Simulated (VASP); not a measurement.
Level of theory: optB86b-vdW, VASP's PBE PAW potentials (set 64) (plane waves; VASP 6.6.1).

VASP input:

File POSCAR:
```
CuZn
1
    2.9392097942     0.0000000000     0.0000000000
   -0.0000000000     2.9392097942     0.0000000000
   -0.0000000000    -0.0000000000     2.9392097942
Zn Cu
1 1
Direct
  0.5000000000   0.5000000000   0.5000000000
  0.0000000000   0.0000000000   0.0000000000
```

**INCAR**
```
SYSTEM=CuZn
LORBIT=11   # lm-projected
ENCUT=520   # plane-wave cut-off (eV)
ISMEAR=-5   # tetrahedra, Bloechl
PARAM2=1.0
PARAM1=0.1234
EDIFF=1E-7   # SCF stop (eV)
GGA=MK
LREAL=.FALSE.   # projection in real space or not
ALGO=Normal   # blocked Davidson
NELM=100   # most electronic steps
LWAVE=.FALSE.
ISIF=2
NEDOS=601
LCHARG=.TRUE.
AGGAC=0.0
LMAXMIX=4
PREC=Accurate
LUSE_VDW=.TRUE.
LASPH=.TRUE.   # aspherical one-centre terms
```

KPOINTS:
```
kpoints
0
gamma
  14 14 14
0 0 0
```

POTCAR, in this order: Zn Cu (PBE.64 set). Program: vasp_std.

Output

File OSZICAR:
```
       N       E                     dE             d eps       ncg     rms          rms(c)
DAV:   1     0.117420549227E+03    0.11742E+03   -0.11640E+04  3728   0.255E+03
DAV:   2     0.279766777064E+01   -0.11462E+03   -0.11188E+03  3607   0.329E+02
DAV:   3    -0.251656687820E+00   -0.30493E+01   -0.30398E+01  4364   0.730E+01
DAV:   4    -0.272724192663E+00   -0.21068E-01   -0.21062E-01  4342   0.538E+00
DAV:   5    -0.272994419871E+00   -0.27023E-03   -0.27026E-03  4652   0.640E-01    0.946E+00
DAV:   6    -0.884730053913E-01    0.18452E+00   -0.16705E+01  3919   0.108E+02    0.585E+00
DAV:   7     0.794301438787E+00    0.88277E+00   -0.37406E+00  3818   0.100E+02    0.222E+00
DAV:   8     0.792403146576E+00   -0.18983E-02   -0.17895E-01  4872   0.602E+00    0.127E+00
DAV:   9     0.801529692571E+00    0.91265E-02   -0.20745E-02  4392   0.368E+00    0.459E-02
DAV:  10     0.801503761780E+00   -0.25931E-04   -0.55977E-04  4941   0.381E-01    0.251E-02
DAV:  11     0.801495822759E+00   -0.79390E-05   -0.10720E-05  5270   0.572E-02    0.114E-02
DAV:  12     0.801496120059E+00    0.29730E-06   -0.12015E-06  5249   0.211E-02    0.205E-03
DAV:  13     0.801496006006E+00   -0.11405E-06   -0.63033E-08  2703   0.718E-03    0.929E-04
DAV:  14     0.801496183557E+00    0.17755E-06   -0.52616E-08  2297   0.659E-03    0.210E-04
DAV:  15     0.801496138088E+00   -0.45469E-07   -0.11092E-08  2143   0.275E-03
   1 F= 0.80149614E+00 E0= 0.80149614E+00  d E =0.000000E+00
```

**OUTCAR**
```
------------------------ aborting loop because EDIFF is reached ----------------------------------------
  FORCE on cell =-STRESS in cart. coord.  units (eV):
  Direction    XX          YY          ZZ          XY          YZ          ZX
  --------------------------------------------------------------------------------------
  Total        0.0214797      0.0214797      0.0214797      0.0000000     -0.0000000      0.0000000
  in kB        1.3553344      1.3553344      1.3553344      0.0000000     -0.0000000      0.0000000
  external PRESSURE =       1.3553344 kB  Pullay stress =       0.0000000 kB
  volume of cell :       25.39
      direct lattice vectors                 reciprocal lattice vectors
     2.939209794  0.000000000  0.000000000     0.340227500  0.000000000  0.000000000
     0.000000000  2.939209794  0.000000000     0.000000000  0.340227500  0.000000000
     0.000000000  0.000000000  2.939209794     0.000000000  0.000000000  0.340227500
 POSITION                                       TOTAL-FORCE (eV/Angst)
 -----------------------------------------------------------------------------------
      1.46960      1.46960      1.46960         0.000000      0.000000      0.000000
      0.00000      0.00000      0.00000         0.000000      0.000000      0.000000
 -----------------------------------------------------------------------------------
    total drift:                                0.000000      0.000000     -0.000000
  FREE ENERGIE OF THE ION-ELECTRON SYSTEM (eV)
  ---------------------------------------------------
  free  energy   TOTEN  =         0.8014961381 eV

  energy  without entropy=        0.8014961381  energy(sigma->0) =        0.80149614

 total charge

# of ion       s       p       d       tot
------------------------------------------
    1        0.591   0.529   9.743  10.863
    2        0.433   0.387   9.191  10.011
--------------------------------------------------
tot          1.024   0.915  18.934  20.873
```
(Selected blocks of OUTCAR.)

For a metal the tetrahedron method with Blöchl corrections gives inexact stress and forces.

The compound is CuZn in the CsCl type structure. It was relaxed first. The electron count is odd and the run is not spin-polarised, which forces a metal.
